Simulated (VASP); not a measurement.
# SiCl2H2 in VASP: further runs

The runs below take SiCl2H2 through relaxation of the atoms, single point, with PBE+D3(BJ), PBE, RPBE, RPBE+D3(BJ).

Program: VASP 6.6.1. These are calculated values, not measurements. Logs are shortened: lines on timing, memory, paths and dates and some standing lists are left out, and cuts for length are marked.

**1. The structure**

The cell holds a molecule in a box, 5 atoms: a = 13.006 Å, b = 13.506 Å, c = 14.006 Å, α = 90.00°, β = 90.00°, γ = 90.00°.

**2. Relaxation of the atoms, PBE+D3(BJ)**

INCAR reads:

```
PREC = Accurate
ENCUT = 400
EDIFF = 1E-6
ISMEAR = 0
SIGMA = 0.01
LREAL = False
LASPH = True
NELM = 60
ALGO = Normal
ISIF = 2
LWAVE = False
LCHARG = False
GGA = PE
IVDW = 12
IBRION = 2
NSW = 120
EDIFFG = -0.03
ISYM = 0
```

KPOINTS reads:

```
regular mesh
0
Gamma
  1 1 1
```

POSCAR reads:

```
SiH2Cl2
1.0
   13.0062868778      0.0000000000      0.0000000000
    0.0000000000     13.5062868778      0.0000000000
    0.0000000000      0.0000000000     14.0062868778
Si Cl H
1 2 2
Selective dynamics
Direct
    0.5004594151      0.5136331543      0.4971609763  F F F
    0.4123004090      0.4090453507      0.4362642470  T T T
    0.5810024811      0.4537094829      0.6050908958  T T T
    0.5721116982      0.5513143441      0.4261507599  T T T
    0.4341259967      0.5908075666      0.5353331210  T T T
```

Potentials or basis: VASP PAW PBE potentials, release 64 (Si, Cl, H).

Launch:

```console
$ cat potpaw_PBE.64/Si/POTCAR potpaw_PBE.64/Cl/POTCAR potpaw_PBE.64/H/POTCAR > POTCAR
$ mpirun -np 1 vasp_gam > vasp.out
```

OUTCAR:

```text
PREC = Accurate
   ENCUT = 400
   EDIFF = 1E-6
   ISMEAR = 0
   LREAL = False
   LASPH = True
   NELM = 60
   ISIF = 2
   GGA = PE
   IVDW = 12
   IBRION = 2
   NSW = 120
   EDIFFG = -0.03
   ISYM = 0
 IVDW          = 12

 ion  position               nearest neighbor table
   1  0.500  0.514  0.497-   5 1.45   4 1.45   2 2.01   3 2.01
   2  0.412  0.409  0.436-   1 2.01
   3  0.581  0.454  0.605-   1 2.01
   4  0.572  0.551  0.426-   1 1.45
   5  0.434  0.591  0.535-   1 1.45

IMPORTANT INFORMATION: All symmetrisations will be switched off!
NOSYMM: (Re-)initialisation of all symmetry stuff for point group C_1.

----------------------------------------------------------------------------------------

                                     Primitive cell

  volume of cell :    2460.4374

  direct lattice vectors                    reciprocal lattice vectors
    13.006286878  0.000000000  0.000000000     0.076885894  0.000000000  0.000000000
     0.000000000 13.506286878  0.000000000     0.000000000  0.074039594  0.000000000
     0.000000000  0.000000000 14.006286878     0.000000000  0.000000000  0.071396510

  length of vectors
    13.006286878 13.506286878 14.006286878     0.076885894  0.074039594  0.071396510

  position of ions in fractional coordinates (direct lattice)
     0.500459415  0.513633154  0.497160976
     0.412300409  0.409045351  0.436264247
     0.581002481  0.453709483  0.605090896
     0.572111698  0.551314344  0.426150760
     0.434125997  0.590807567  0.535333121

  ion indices of the primitive-cell ions
   primitive index   ion index
                 1           1
                 2           2
                 3           3
                 4           4
                 5           5

----------------------------------------------------------------------------------------

 KPOINTS: regular mesh

Automatic generation of k-mesh.
 Grid dimensions read from file:
 generate k-points for:    1    1    1

 Generating k-lattice:

  Cartesian coordinates                     Fractional coordinates (reciprocal lattice)
     0.076885894  0.000000000  0.000000000     1.000000000  0.000000000  0.000000000
     0.000000000  0.074039594  0.000000000     0.000000000  1.000000000  0.000000000
     0.000000000  0.000000000  0.071396510     0.000000000  0.000000000  1.000000000

  Length of vectors
     0.076885894  0.074039594  0.071396510

  Shift w.r.t. Gamma in fractional coordinates (k-lattice)
     0.000000000  0.000000000  0.000000000

 Subroutine IBZKPT returns following result:
 ===========================================

 Found      1 irreducible k-points:

 Following reciprocal coordinates:
            Coordinates               Weight
  0.000000  0.000000  0.000000      1.000000
   k-points           NKPTS =      1   k-points in BZ     NKDIM =      1   number of bands    NBANDS=     14
   number of dos      NEDOS =    301   number of ions     NIONS =      5
   total plane-waves  NPLWV = 777600
   dimension x,y,z NGX =    90 NGY =   90 NGZ =   96
   dimension x,y,z NGXF=   180 NGYF=  180 NGZF=  192
   ions per type =               1   2   2
   NGX,Y,Z   is equivalent  to a cutoff of  11.50, 11.08, 11.39 a.u.
   NGXF,Y,Z  is equivalent  to a cutoff of  23.01, 22.16, 22.79 a.u.
 SYSTEM =  unknown system
   PREC   = accura    normal or accurate (medium, high low for compatibility)
   ISTART =      0    job   : 0-new  1-cont  2-samecut
   ICHARG =      2    charge: 1-file 2-atom 10-const
   ISPIN  =      1    spin polarized calculation?
   LNONCOLLINEAR =      F non collinear calculations
   LSORBIT =      F    spin-orbit coupling
   LASPH  =      T    aspherical Exc in radial PAW
   ENCUT  =  400.0 eV  29.40 Ry    5.42 a.u.  21.21 22.03 22.84*2*pi/ulx,y,z
   NELM   =     60;   NELMIN=  2; NELMDL= -5     # of ELM steps
   EDIFF  = 0.1E-05   stopping-criterion for ELM
   LREAL  =      F    real-space projection
   EDIFFG = -.3E-01   stopping-criterion for IOM
   NSW    =    120    number of steps for IOM
   IBRION =      2    ionic relax: 0-MD 1-quasi-New 2-CG
   NFREE  =      1    steps in history (QN), initial steepest desc. (CG)
   ISIF   =      2    stress and relaxation
   ISYM   =      0    0-nonsym 1-usesym 2-fastsym
   POTIM  = 0.5000    time-step for ionic-motion
   TEBEG  =    0.0;   TEEND  =   0.0 temperature during run
   PSTRESS=    0.0 pullay stress
   NELECT =      20.0000    total number of electrons
   NUPDOWN=      -1.0000    fix difference up-down
   EMIN   =  10.00;   EMAX   =-10.00  energy-range for DOS
   EFERMI =   0.00;   METHOD = LEGACY
   ISMEAR =     0;   SIGMA  =   0.01  broadening in eV -4-tet -1-fermi 0-gaus
   EFERMI_NEDOS =   21; number of points for ismear=-14 and -15
   IALGO  =     38    algorithm
   IMIX   =      4    mixing-type and parameters
     AMIX     =   0.40;   BMIX     =  1.00
     AMIX_MAG =   1.60;   BMIX_MAG =  1.00
  volume/ion in A,a.u.               =     492.09      3320.77
  Fermi-wavevector in a.u.,A,eV,Ry     =   0.329165  0.622032  1.474189  0.108350
  Thomas-Fermi vector in A             =   1.223379
   LORBIT       =      0    0 simple, 1 ext, 2 COOP (PROOUT), +10 PAW based schemes
   GGA     = PE    functional components
   LHFCALC =     F    Hartree Fock is set to
   AEXX    =    0.0000 exact exchange contribution
   IVDW    =    12    specifies the selected vdW correction
   LEPSILON=     F    determine dielectric tensor
   LRPA    =     F    only Hartree local field effects (RPA)
 conjugate gradient relaxation of ions
 non-spin polarized calculation
 Gauss-broadening in eV      SIGMA  =   0.01
  energy-cutoff  :      400.00
  volume of cell :     2460.44
 maximum number of plane-waves:     22336
 NGX is ok and might be reduce to    90
   NGX = 43   NGY = 45   NGZ = 45

--------------------------------------- Ionic step        1  -------------------------------------------

 number of electron      20.0000003 magnetization

 Free energy of the ion-electron system (eV)
  ---------------------------------------------------
  ext. energy  EPLUGINS =         0.00000000
  ---------------------------------------------------
  free energy    TOTEN  =       -18.93397132 eV

  energy without entropy =      -18.93397132  energy(sigma->0) =      -18.93397132

[... 11 lines left out ...]
  in kB       1.01204     0.93386     1.09546     0.11520     0.03125     0.40029
  external pressure =        1.01 kB  Pullay stress =        0.00 kB

 VOLUME and BASIS-vectors are now :
 -----------------------------------------------------------------------------
  energy-cutoff  :      400.00
  volume of cell :     2460.44
      direct lattice vectors                 reciprocal lattice vectors
    13.006286878  0.000000000  0.000000000     0.076885894  0.000000000  0.000000000
     0.000000000 13.506286878  0.000000000     0.000000000  0.074039594  0.000000000
     0.000000000  0.000000000 14.006286878     0.000000000  0.000000000  0.071396510

 POSITION                                       TOTAL-FORCE (eV/Angst)
 -----------------------------------------------------------------------------------
      6.50912      6.93728      6.96338         0.012785      0.272410     -0.080403
      5.36250      5.52468      6.11044        -0.513733     -0.576179     -0.401751
      7.55668      6.12793      8.47508         0.474238     -0.304278      0.662340
      7.44105      7.44621      5.96879         0.357694      0.201562     -0.383313
      5.64637      7.97962      7.49803        -0.330984      0.406486      0.203127
 -----------------------------------------------------------------------------------
    total drift:                               -0.000183      0.000407      0.000290

  FREE ENERGIE OF THE ION-ELECTRON SYSTEM (eV)
  ---------------------------------------------------
  free  energy   TOTEN  =       -19.0583316223 eV

  energy  without entropy=      -19.0583316223  energy(sigma->0) =      -19.05833162

--------------------------------------- Ionic step        2  -------------------------------------------

 number of electron      19.9999999 magnetization

------------------------ aborting loop because EDIFF is reached ----------------------------------------

 Edisp (eV)   -0.12268

 E8    (eV) :    -0.0468

  FORCE on cell =-STRESS in cart. coord.  units (eV):
  Direction    XX          YY          ZZ          XY          YZ          ZX
  --------------------------------------------------------------------------------------
  -------------------------------------------------------------------------------------
  Total      -0.07527    -0.18680    -0.09119    -0.01171     0.03162    -0.02225
  in kB      -0.04902    -0.12164    -0.05938    -0.00763     0.02059    -0.01449
  external pressure =       -0.08 kB  Pullay stress =        0.00 kB

 VOLUME and BASIS-vectors are now :
 -----------------------------------------------------------------------------
  energy-cutoff  :      400.00
  volume of cell :     2460.44
      direct lattice vectors                 reciprocal lattice vectors
    13.006286878  0.000000000  0.000000000     0.076885894  0.000000000  0.000000000
     0.000000000 13.506286878  0.000000000     0.000000000  0.074039594  0.000000000
     0.000000000  0.000000000 14.006286878     0.000000000  0.000000000  0.071396510

 POSITION                                       TOTAL-FORCE (eV/Angst)
 -----------------------------------------------------------------------------------
      6.50912      6.93728      6.96338        -0.000995     -0.024659      0.007749
      5.33771      5.49689      6.09106        -0.009553      0.013461     -0.016106
      7.57956      6.11325      8.50703         0.011097      0.019172      0.006341
      7.45831      7.45593      5.95030         0.025734     -0.011734     -0.021201
      5.63040      7.99923      7.50783        -0.026283      0.003760      0.023217
 -----------------------------------------------------------------------------------
    total drift:                                0.000111      0.000112      0.000189

  FREE ENERGIE OF THE ION-ELECTRON SYSTEM (eV)
  ---------------------------------------------------
  free  energy   TOTEN  =       -19.1094465041 eV

  energy  without entropy=      -19.1094465041  energy(sigma->0) =      -19.10944650

--------------------------------------- Ionic step        3  -------------------------------------------

 number of electron      19.9999999 magnetization

 Free energy of the ion-electron system (eV)
  ---------------------------------------------------
  ext. energy  EPLUGINS =         0.00000000
  ---------------------------------------------------
  free energy    TOTEN  =       -18.98681723 eV

  energy without entropy =      -18.98681723  energy(sigma->0) =      -18.98681723

 E-fermi :  -7.4667     XC(G=0):  -0.5890

 val. band max:       -7.5184442077   @ k =   0.0000   0.0000   0.0000
 cond. band min:      -0.9718084889   @ k =   0.0000   0.0000   0.0000
 fundamental gap:      6.5466357187
 Fermi energy:        -7.4667342807

 k-point     1 :       0.0000    0.0000    0.0000
  band No.  band energies     occupation
      1     -21.1141      2.00000
      2     -20.5318      2.00000
      3     -13.4703      2.00000
      4     -10.0820      2.00000
      5      -9.8937      2.00000
      6      -9.7687      2.00000
      7      -8.1984      2.00000
      8      -8.0582      2.00000
      9      -7.8068      2.00000
     10      -7.5184      2.00000
     11      -0.9718      0.00000
     12      -0.8058      0.00000
     13      -0.4338      0.00000
     14       0.2016      0.00000

------------------------ aborting loop because EDIFF is reached ----------------------------------------

 Edisp (eV)   -0.12265

 E8    (eV) :    -0.0468

  FORCE on cell =-STRESS in cart. coord.  units (eV):
  Direction    XX          YY          ZZ          XY          YZ          ZX
  --------------------------------------------------------------------------------------
  -------------------------------------------------------------------------------------
  Total      -0.10521    -0.21637    -0.12366    -0.01508     0.03126    -0.03369
  in kB      -0.06851    -0.14090    -0.08053    -0.00982     0.02036    -0.02194
  external pressure =       -0.10 kB  Pullay stress =        0.00 kB

 VOLUME and BASIS-vectors are now :
 -----------------------------------------------------------------------------
  energy-cutoff  :      400.00
  volume of cell :     2460.44
      direct lattice vectors                 reciprocal lattice vectors
    13.006286878  0.000000000  0.000000000     0.076885894  0.000000000  0.000000000
     0.000000000 13.506286878  0.000000000     0.000000000  0.074039594  0.000000000
     0.000000000  0.000000000 14.006286878     0.000000000  0.000000000  0.071396510

 POSITION                                       TOTAL-FORCE (eV/Angst)
 -----------------------------------------------------------------------------------
      6.50912      6.93728      6.96338        -0.001215     -0.029446      0.009173
      5.33723      5.49635      6.09068        -0.000641      0.023800     -0.009267
      7.58001      6.11297      8.50765         0.002897      0.024809     -0.005229
      7.45864      7.45612      5.94994         0.019778     -0.015629     -0.014686
      5.63009      7.99961      7.50802        -0.020819     -0.003535      0.020009
 -----------------------------------------------------------------------------------
    total drift:                                0.000118      0.000184      0.000161

  FREE ENERGIE OF THE ION-ELECTRON SYSTEM (eV)
  ---------------------------------------------------
  free  energy   TOTEN  =       -19.1094632766 eV

  energy  without entropy=      -19.1094632766  energy(sigma->0) =      -19.10946328

 reached required accuracy - stopping structural energy minimisation
```

It took 2.3 min on 1 thread of Intel Xeon 6975P-C (Granite Rapids), shared host; peak memory 1.5 GiB.

What came out:

```yaml
Free_energy: -19.1095 eV
Energy_gained_by_relaxing: 10.2 meV/atom
Ionic_steps: 3
Gap_between_the_frontier_levels: 6.55 eV
Dispersion_energy_per_atom: -0.025 eV
```

Step by step:
| step | energy change (eV) | largest force (eV/Å) | pressure (GPa) |
| --- | --- | --- | --- |
| 1 | 0.0000 | 0.8702 | 0.10 |
| 2 | -0.0511 | 0.0353 | -0.01 |
| 3 | -0.0511 | 0.0309 | -0.01 |

Final structure:
```
Si Cl H
1.0
    13.00629    0.00000    0.00000
     0.00000   13.50629    0.00000
     0.00000    0.00000   14.00629
Si Cl H
1 2 2
Direct
  0.50046 0.51363 0.49716
  0.41036 0.40695 0.43485
  0.58280 0.45260 0.60742
  0.57346 0.55205 0.42480
  0.43287 0.59229 0.53605
```

Levels at points of the mesh, in eV from the valence-band top:
```csv
k point,band 7,band 8,band 9,band 10,band 11,band 12,band 13,band 14
"(0.00, 0.00, 0.00)",-0.68,-0.54,-0.29,0.00,6.55,6.71,7.08,7.72
```

A hybrid or GW would open this gap; PBE tends to underestimate it.

**3. Single point, PBE**

INCAR reads:

```
SYSTEM = SiH2Cl2
PREC     = Accurate       ! precision mode
ENCUT    = 400            ! plane-wave cutoff, eV
EDIFF    = 1E-6           ! SCF threshold, eV
ISMEAR   = 0              ! smearing method
SIGMA    = 0.01           ! smearing width, eV
LREAL    = .False.        ! projectors in reciprocal space
LASPH    = .True.         ! aspherical terms in the spheres
NELM     = 60             ! most SCF steps
ALGO     = Normal         ! electronic algorithm
ISIF     = 2              ! what is computed and relaxed
LWAVE    = .False.        ! write WAVECAR
LCHARG   = .False.        ! write CHGCAR
GGA      = PE             ! functional
NBANDS   = 18             ! bands
ISYM     = 0
```

KPOINTS reads:

```
Automatic mesh
0
Gamma
  1 1 1
  0 0 0
```

POSCAR reads:

```
SiH2Cl2                                 
1.0
   13.0062868778      0.0000000000      0.0000000000
    0.0000000000     13.5062868778      0.0000000000
    0.0000000000      0.0000000000     14.0062868778
  Si              Cl              H             
     1     2     2
Selective dynamics
Direct
     0.5004594151000035    0.5136331543000026    0.4971609763000018   F   F   F
     0.4103578986179794    0.4069473741486546    0.4348536173445948   T   T   T
     0.5827956528126796    0.4526015486020409    0.6074165056197109   T   T   T
     0.5734641995858106    0.5520482693755316    0.4248048689674492   T   T   T
     0.4328744908831846    0.5922876573646438    0.5360463422906239   T   T   T
```

Potentials or basis: VASP PAW PBE potentials, release 64 (Si, Cl, H).

Launch:

```console
$ cat potpaw_PBE.64/Si/POTCAR potpaw_PBE.64/Cl/POTCAR potpaw_PBE.64/H/POTCAR > POTCAR
$ mpirun -np 1 vasp_gam > vasp.out
```

Run time: 83 s. Hardware: 1 thread of Intel Xeon 6975P-C (Granite Rapids), shared host; peak memory 1.2 GiB.

It converged, with:

```
Free energy                     : -18.9868 eV
Largest force                   : 0.031 eV/Å
Gap between the frontier levels : 6.55 eV
```

Forces on the atoms (eV/Å):
```
Si  -0.001 -0.027  0.008
Cl  -0.012  0.015 -0.020
Cl   0.014  0.023  0.009
H    0.022 -0.012 -0.018
H   -0.023  0.001  0.021
```

Levels at points of the mesh, in eV from the valence-band top:
```csv
k point,band 7,band 8,band 9,band 10,band 11,band 12,band 13,band 14
"(0.00, 0.00, 0.00)",-0.68,-0.54,-0.29,0.00,6.55,6.71,7.08,7.71
```

**4. Single point, RPBE**

INCAR: that of step 3 with these lines changed.

```diff
@@ -13,3 +13,3 @@
 LCHARG   = .False.        ! write CHGCAR
-GGA      = PE             ! functional
+GGA      = RP             ! functional
 NBANDS   = 18             ! bands
```

KPOINTS is that of step 3.

POSCAR is that of step 3.

Launch:

```console
$ cat potpaw_PBE.64/Si/POTCAR potpaw_PBE.64/Cl/POTCAR potpaw_PBE.64/H/POTCAR > POTCAR
$ mpirun -np 1 vasp_gam > vasp.out
```

It took 82 s on 1 thread of Intel Xeon 6975P-C (Granite Rapids), shared host; peak memory 1.2 GiB.

It converged, with:

- Free energy: -18.7744 eV
- Largest force: 0.169 eV/Å
- Gap between the frontier levels: 6.59 eV

Forces on the atoms (eV/Å):
```
Si   0.003  0.072 -0.021
Cl  -0.108 -0.087 -0.097
Cl   0.103 -0.029  0.131
H    0.039  0.011 -0.040
H   -0.038  0.034  0.026
```

Levels at points of the mesh, in eV from the valence-band top:
| k point | band 8 | band 9 | band 10 | band 11 | band 12 | band 13 |
| --- | --- | --- | --- | --- | --- | --- |
| (0.00, 0.00, 0.00) | -0.52 | -0.27 | 0.00 | 6.59 | 6.75 | 7.03 |

Caveat: the PAW data sets were made with another functional, which shifts forces and pressure a little.

**5. Single point, RPBE+D3(BJ)**

INCAR: that of step 4 with these lines changed.

```diff
@@ -14,2 +14,3 @@
 GGA      = RP             ! functional
+IVDW     = 12             ! dispersion correction
 NBANDS   = 18             ! bands
```

KPOINTS is that of step 4.

POSCAR is that of step 4.

Launch:

```console
$ cat potpaw_PBE.64/Si/POTCAR potpaw_PBE.64/Cl/POTCAR potpaw_PBE.64/H/POTCAR > POTCAR
$ mpirun -np 1 vasp_gam > vasp.out
```

Wall time 83 s (1 thread of Intel Xeon 6975P-C (Granite Rapids), shared host); peak memory 1.2 GiB.

The run converged. Its results:

```
Free energy                     : -19.6796 eV
Largest force                   : 0.061 eV/Å
Gap between the frontier levels : 6.59 eV
Dispersion energy per atom      : -0.181 eV
```

Forces on the atoms (eV/Å):
```
Si  -0.002 -0.038  0.012
Cl   0.035  0.044  0.025
Cl  -0.031  0.026 -0.046
H    0.015 -0.021 -0.009
H   -0.016 -0.012  0.018
```

Levels at points of the mesh, in eV from the valence-band top:
```tsv
k point	band 7	band 8	band 9	band 10	band 11	band 12	band 13	band 14
(0.00, 0.00, 0.00)	-0.66	-0.52	-0.27	0.00	6.59	6.75	7.03	7.69
```

Caveat: the PAW data sets were made with another functional, which shifts forces and pressure a little. As with any semilocal functional, this RPBE gap is likely too small.

**6. Overview**

| task | level | cell | atoms held fixed (from 0) | gap on the mesh (eV) | largest force (eV/Å) |
| --- | --- | --- | --- | --- | --- |
| relaxation of the atoms | PBE+D3(BJ) | atoms relaxed | [0] | 6.55 | - |
| single point | PBE | as given | - | 6.55 | 0.03 |
| single point | RPBE | as given | - | 6.59 | 0.17 |
| single point | RPBE+D3(BJ) | as given | - | 6.59 | 0.06 |

Alike in all rows: potentials or basis VASP PAW PBE potentials, release 64 (Si, Cl, H); no spin polarisation; k mesh 1 × 1 × 1; cutoff (eV) 400; smearing gaussian 0.01 eV.

On the cell as given the gap runs from 6.55 eV (PBE) to 6.59 eV (RPBE).

Caveats: the PAW data sets were made with another functional, which shifts forces and pressure a little (some runs).

Total energies depend on the potentials used, so only differences within one code and one set of settings carry meaning.
